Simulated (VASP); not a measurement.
Given:

```
CELL_PARAMETERS angstrom
      3.45339     0.00000     0.00000
      0.00000     3.45339     0.00000
      0.00000     0.00000     3.45339
ATOMIC_POSITIONS crystal
  Si 0.00000 0.00000 0.00000
  Ni 0.00000 0.50000 0.50000
  Ni 0.50000 0.00000 0.50000
  Ni 0.50000 0.50000 0.00000
```

Computed with rev-vdW-DF2, VASP's PBE PAW potentials (set 64) (plane waves; VASP 6.6.1). Run with 520 eV cut-off, 9×9×9 Γ-centred mesh, first-order Methfessel-Paxton smearing of 0.10 eV, potentials Si Ni.

**Question.** The job: Ni3Si (L1_2), 4 atoms, rev-vdW-DF2, static run, 520 eV, 9×9×9 Γ-centred mesh. Roughly how much core time does it take on a busy server core?

**Answer.** About 40 core-seconds (one run on a shared machine, a rough figure). It had 35 irreducible k-points, 21 bands, up to 1141 plane waves and 15 electronic steps.

The compound is Ni3Si in the L1_2 structure. This cell is one point of a volume scan, at 0.97 of the reference volume.
